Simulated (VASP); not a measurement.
Consider the following.

```xyz
3
Lattice="1.7932 1.0353 6.9431 -1.7932 1.0353 6.9431 0.0000 -2.0706 6.9431" Properties=species:S:1:pos:R:3 pbc="T T T"
Pb     0.0000     0.0000     0.0000
Se     0.0000     0.0000    15.6699
Se     0.0000     0.0000    12.1019
```

Level of theory: PBE GGA, VASP's PBE PAW potentials (set 64) (plane waves; VASP). Numerical set-up: 300 eV cut-off, 5×5×5 Γ-centred mesh, Gaussian smearing of 0.27 eV, potentials Pb_d Se.

Q: Give the energies of bands 9 to 16 at the high-symmetry points, in eV from the Fermi level.

A: 
| band | Γ | T | H2 | L | S0 | F |
|---|---|---|---|---|---|---|
| 9 | -1.65 | -3.17 | -4.73 | -4.61 | -4.74 | -4.66 |
| 10 | -0.18 | -0.25 | -4.05 | -4.25 | -4.06 | -4.11 |
| 11 | -0.18 | -0.25 | -3.47 | -1.97 | -3.47 | -2.08 |
| 12 | -0.03 | 0.37 | -2.45 | -1.09 | -2.49 | -1.25 |
| 13 | 0.27 | 0.37 | -0.70 | -0.55 | -0.67 | -0.33 |
| 14 | 0.27 | 1.39 | 0.31 | -0.18 | 0.31 | -0.19 |
| 15 | 4.95 | 4.49 | 2.05 | 2.41 | 2.08 | 2.79 |
| 16 | 5.44 | 5.39 | 5.89 | 4.46 | 5.64 | 4.27 |

It has no gap at this level: it comes out as a metal or semimetal.

The structure was generated: PbSe2 was put into an ordered model structure, which need not be its known phase. The cell was not relaxed at this level. The k-mesh is coarse (spacing up to 0.41 per Å, 2π included), so the numbers may not be converged in it.
